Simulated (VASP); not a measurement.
These are r2SCAN+rVV10, VASP's PBE PAW potentials (set 64) (plane waves; VASP 6.6.1) values and carry that method's errors.

Input for VASP

INCAR:
```
SYSTEM = PtSe2
PREC = Accurate
ENCUT = 520
EDIFF = 1E-7
NELM = 100
ALGO = Normal
LREAL = .FALSE.
LASPH = .TRUE.
ISMEAR = 1
SIGMA = 0.1
METAGGA = R2SCAN
LUSE_VDW = .TRUE.
BPARAM = 11.95
CPARAM = 0.0093
LMIXTAU = .TRUE.
LMAXMIX = 6
LWAVE = .FALSE.
LCHARG = .FALSE.
ISIF = 4
IBRION = 2
NSW = 30
EDIFFG = -0.01
```

File KPOINTS:
```
Automatic mesh
0
Gamma
9 9 6
0 0 0
```

POSCAR:
```
PtSe2
1.0
  1.8872641137  -3.2688375798   0.0000000000
  1.8872641137   3.2688375798   0.0000000000
  0.0000000000   0.0000000000   5.3134473620
Pt Se
1 2
Cart
  0.0000000000   0.0000000000   0.0000000000
  1.8872641137   1.0896147058   1.3104849238
  1.8872641137  -1.0896147058   4.0029624382
```

POTCAR, in this order: Pt Se (PBE.64 set). Program: vasp_std.

What VASP printed:

File OSZICAR:
```
       N       E                     dE             d eps       ncg     rms          rms(c)
DAV:   1     0.481955781691E+02    0.48196E+02   -0.10380E+04  1860   0.132E+03
DAV:   2    -0.819381484231E+02   -0.13013E+03   -0.12712E+03  2414   0.240E+02
DAV:   3    -0.871809351897E+02   -0.52428E+01   -0.52152E+01  2350   0.515E+01
DAV:   4    -0.872242876974E+02   -0.43353E-01   -0.43339E-01  2203   0.501E+00
DAV:   5    -0.872247990744E+02   -0.51138E-03   -0.51137E-03  2427   0.524E-01    0.125E+01
DAV:   6    -0.822517326951E+02    0.49731E+01   -0.89169E+00  1944   0.309E+01    0.902E+00
DAV:   7    -0.807941483273E+02    0.14576E+01   -0.15079E+00  1902   0.137E+01    0.417E+00
DAV:   8    -0.809319288601E+02   -0.13778E+00   -0.40950E-01  1972   0.451E+00    0.120E+00
DAV:   9    -0.809832811168E+02   -0.51352E-01   -0.73720E-02  1993   0.275E+00    0.246E-01
DAV:  10    -0.809909184026E+02   -0.76373E-02   -0.14804E-02  2084   0.116E+00    0.137E-01
DAV:  11    -0.809915351088E+02   -0.61671E-03   -0.21945E-03  2007   0.547E-01    0.933E-02
DAV:  12    -0.809918295257E+02   -0.29442E-03   -0.14466E-03  1895   0.480E-01    0.414E-02
DAV:  13    -0.809924708360E+02   -0.64131E-03   -0.31043E-04  1958   0.217E-01    0.100E-02
DAV:  14    -0.809924725728E+02   -0.17367E-05   -0.67281E-05  2196   0.673E-02    0.971E-03
DAV:  15    -0.809925136504E+02   -0.41078E-04   -0.15258E-05  1944   0.454E-02    0.327E-03
DAV:  16    -0.809925146669E+02   -0.10165E-05   -0.81274E-07  2385   0.823E-03    0.188E-03
DAV:  17    -0.809925162567E+02   -0.15898E-05   -0.53868E-07  1944   0.775E-03    0.104E-03
DAV:  18    -0.809925158276E+02    0.42908E-06   -0.70356E-08  1063   0.267E-03    0.335E-04
DAV:  19    -0.809925161199E+02   -0.29234E-06   -0.14369E-08   979   0.127E-03    0.113E-04
DAV:  20    -0.809925159572E+02    0.16275E-06   -0.52817E-09   958   0.761E-04    0.108E-04
DAV:  21    -0.809925160036E+02   -0.46409E-07   -0.56950E-10   972   0.233E-04
   1 F= -.80992516E+02 E0= -.80992749E+02  d E =-.809925E+02
       N       E                     dE             d eps       ncg     rms          rms(c)
DAV:   1    -0.810018388081E+02   -0.93229E-02   -0.87935E-01  1860   0.610E+00    0.467E-01
DAV:   2    -0.810033469262E+02   -0.15081E-02   -0.30161E-02  2133   0.125E+00    0.204E-01
DAV:   3    -0.810031154198E+02    0.23151E-03   -0.22187E-03  2161   0.379E-01    0.101E-01
DAV:   4    -0.810031900404E+02   -0.74621E-04   -0.76766E-04  1965   0.225E-01    0.350E-02
DAV:   5    -0.810032896740E+02   -0.99634E-04   -0.23434E-04  1979   0.141E-01    0.187E-02
DAV:   6    -0.810033124942E+02   -0.22820E-04   -0.11187E-04  1888   0.953E-02    0.123E-02
DAV:   7    -0.810033524970E+02   -0.40003E-04   -0.24267E-05  1895   0.466E-02    0.290E-03
DAV:   8    -0.810033527233E+02   -0.22635E-06   -0.74089E-07  2413   0.818E-03    0.100E-03
DAV:   9    -0.810033523448E+02    0.37854E-06   -0.45564E-07  1895   0.703E-03    0.939E-04
DAV:  10    -0.810033527977E+02   -0.45290E-06   -0.24235E-07  1568   0.519E-03    0.210E-04
DAV:  11    -0.810033527250E+02    0.72713E-07   -0.11869E-08   965   0.104E-03
   2 F= -.81003353E+02 E0= -.81003539E+02  d E =-.108367E-01
       N       E                     dE             d eps       ncg     rms          rms(c)
DAV:   1    -0.810068045459E+02   -0.34517E-02   -0.16754E+00  1860   0.841E+00    0.663E-01
DAV:   2    -0.810096016730E+02   -0.27971E-02   -0.57329E-02  2154   0.174E+00    0.290E-01
DAV:   3    -0.810090987076E+02    0.50297E-03   -0.42929E-03  2147   0.530E-01    0.142E-01
DAV:   4    -0.810092411730E+02   -0.14247E-03   -0.15156E-03  1979   0.318E-01    0.484E-02
DAV:   5    -0.810094217199E+02   -0.18055E-03   -0.48100E-04  1972   0.202E-01    0.253E-02
DAV:   6    -0.810094813094E+02   -0.59590E-04   -0.22907E-04  1860   0.137E-01    0.180E-02
DAV:   7    -0.810095583702E+02   -0.77061E-04   -0.47604E-05  1916   0.652E-02    0.402E-03
DAV:   8    -0.810095586963E+02   -0.32604E-06   -0.17123E-06  2413   0.126E-02    0.143E-03
DAV:   9    -0.810095580693E+02    0.62696E-06   -0.13127E-06  1867   0.120E-02    0.152E-03
DAV:  10    -0.810095590897E+02   -0.10204E-05   -0.58316E-07  1902   0.806E-03    0.324E-04
DAV:  11    -0.810095589955E+02    0.94180E-07   -0.16677E-08   993   0.133E-03
   3 F= -.81009559E+02 E0= -.81009789E+02  d E =-.170430E-01
       N       E                     dE             d eps       ncg     rms          rms(c)
DAV:   1    -0.810095709529E+02   -0.11863E-04   -0.10603E-02  1860   0.667E-01    0.534E-02
DAV:   2    -0.810095873020E+02   -0.16349E-04   -0.36422E-04  2147   0.140E-01    0.240E-02
DAV:   3    -0.810095856911E+02    0.16109E-05   -0.28462E-05  2154   0.433E-02    0.118E-02
DAV:   4    -0.810095872586E+02   -0.15675E-05   -0.99669E-06  2000   0.257E-02    0.408E-03
DAV:   5    -0.810095887614E+02   -0.15028E-05   -0.30612E-06  2000   0.159E-02    0.207E-03
DAV:   6    -0.810095890256E+02   -0.26421E-06   -0.14121E-06  1874   0.107E-02    0.148E-03
DAV:   7    -0.810095895394E+02   -0.51378E-06   -0.28306E-07  1626   0.502E-03    0.309E-04
DAV:   8    -0.810095895413E+02   -0.19002E-08   -0.13096E-08   944   0.103E-03
   4 F= -.81009590E+02 E0= -.81009821E+02  d E =-.170735E-01
       N       E                     dE             d eps       ncg     rms          rms(c)
DAV:   1    -0.810162963253E+02   -0.67068E-02   -0.31837E-01  1916   0.412E+00    0.373E-01
DAV:   2    -0.810115752018E+02    0.47211E-02   -0.12872E-02  2007   0.990E-01    0.190E-01
DAV:   3    -0.810113717534E+02    0.20345E-03   -0.24338E-03  2189   0.430E-01    0.973E-02
DAV:   4    -0.810113179630E+02    0.53790E-04   -0.67504E-04  2147   0.206E-01    0.415E-02
DAV:   5    -0.810113261670E+02   -0.82040E-05   -0.10368E-04  2161   0.846E-02    0.185E-02
DAV:   6    -0.810113330934E+02   -0.69263E-05   -0.55315E-05  1923   0.689E-02    0.822E-03
DAV:   7    -0.810113530647E+02   -0.19971E-04   -0.20219E-05  1923   0.434E-02    0.288E-03
DAV:   8    -0.810113569720E+02   -0.39073E-05   -0.17323E-06  2021   0.150E-02    0.104E-03
DAV:   9    -0.810113561729E+02    0.79916E-06   -0.44437E-07  2049   0.721E-03    0.541E-04
DAV:  10    -0.810113568918E+02   -0.71890E-06   -0.12760E-07  1548   0.371E-03    0.159E-04
DAV:  11    -0.810113565955E+02    0.29631E-06   -0.15101E-08   993   0.135E-03    0.715E-05
DAV:  12    -0.810113567882E+02   -0.19278E-06   -0.39334E-09   965   0.706E-04    0.308E-05
DAV:  13    -0.810113567395E+02    0.48768E-07   -0.31372E-10   965   0.166E-04
   5 F= -.81011357E+02 E0= -.81011614E+02  d E =-.176720E-02
       N       E                     dE             d eps       ncg     rms          rms(c)
DAV:   1    -0.810131781779E+02   -0.18214E-02   -0.10011E-01  1916   0.231E+00    0.208E-01
DAV:   2    -0.810117024480E+02    0.14757E-02   -0.40167E-03  2021   0.554E-01    0.107E-01
DAV:   3    -0.810116396046E+02    0.62843E-04   -0.76460E-04  2196   0.241E-01    0.546E-02
DAV:   4    -0.810116238463E+02    0.15758E-04   -0.20933E-04  2140   0.115E-01    0.233E-02
DAV:   5    -0.810116251243E+02   -0.12780E-05   -0.32718E-05  2203   0.476E-02    0.103E-02
DAV:   6    -0.810116284415E+02   -0.33172E-05   -0.17356E-05  1916   0.386E-02    0.462E-03
DAV:   7    -0.810116337564E+02   -0.53149E-05   -0.63475E-06  1909   0.244E-02    0.161E-03
DAV:   8    -0.810116353738E+02   -0.16174E-05   -0.55253E-07  1986   0.846E-03    0.580E-04
DAV:   9    -0.810116348805E+02    0.49330E-06   -0.13724E-07  1595   0.406E-03    0.299E-04
DAV:  10    -0.810116352401E+02   -0.35959E-06   -0.38650E-08  1077   0.195E-03    0.788E-05
DAV:  11    -0.810116350985E+02    0.14161E-06   -0.34296E-09   944   0.602E-04    0.301E-05
DAV:  12    -0.810116351817E+02   -0.83185E-07   -0.91590E-10   951   0.322E-04
   6 F= -.81011635E+02 E0= -.81011904E+02  d E =-.204564E-02
```

File OUTCAR:
```
------------------------ aborting loop because EDIFF is reached ----------------------------------------
  FORCE on cell =-STRESS in cart. coord.  units (eV):
  Direction    XX          YY          ZZ          XY          YZ          ZX
  --------------------------------------------------------------------------------------
  Total       -0.1891823     -0.1891823     -0.1866170      0.0000000     -0.0000000      0.0000000
  in kB       -4.6233696     -4.6233702     -4.5606787      0.0000000     -0.0000000      0.0000000
  external PRESSURE =      -4.6024728 kB  Pullay stress =       0.0000000 kB
  volume of cell :       65.56
      direct lattice vectors                 reciprocal lattice vectors
     1.864370021 -3.229183804 -0.000000000     0.268187106 -0.154837888 -0.000000000
     1.864370021  3.229183804  0.000000000     0.268187106  0.154837888  0.000000000
    -0.000000000 -0.000000000  5.444744816     0.000000000 -0.000000000  0.183663337
 POSITION                                       TOTAL-FORCE (eV/Angst)
 -----------------------------------------------------------------------------------
      1.86437     -3.22918     -0.00000         0.000000     -0.000000      0.000000
      1.86437      1.07640      1.30527        -0.000000     -0.000000      0.006410
      1.86437     -1.07640      4.13948        -0.000000      0.000000     -0.006410
 -----------------------------------------------------------------------------------
    total drift:                                0.000000     -0.000000     -0.000000
  FREE ENERGIE OF THE ION-ELECTRON SYSTEM (eV)
  ---------------------------------------------------
  free  energy   TOTEN  =       -81.0116351817 eV

  energy  without entropy=      -81.0124409211  energy(sigma->0) =      -81.01190376

 reached required accuracy - stopping structural energy minimisation
```
(Selected blocks of OUTCAR.)

**CONTCAR**
```
PtSe2
   1.00000000000000
     1.8643700211193823   -3.2291838036773033   -0.0000000000000000
     1.8643700211193823    3.2291838036773033    0.0000000000000000
    -0.0000000000000000   -0.0000000000000000    5.4447448164003465
  Pt              Se
     1     2
Direct
     1.0000000000000000    0.0000000000000000    0.0000000000000000
     0.3333330000000032    0.6666669999999968    0.2397294599950505
     0.6666669999999968    0.3333330000000032    0.7602705400049495
```

The compound is PtSe2 in the 1T layered structure. This cell is one point of a volume scan, at 1.03 of the reference volume. Symmetry was kept, so distortions that lower it aren't found.
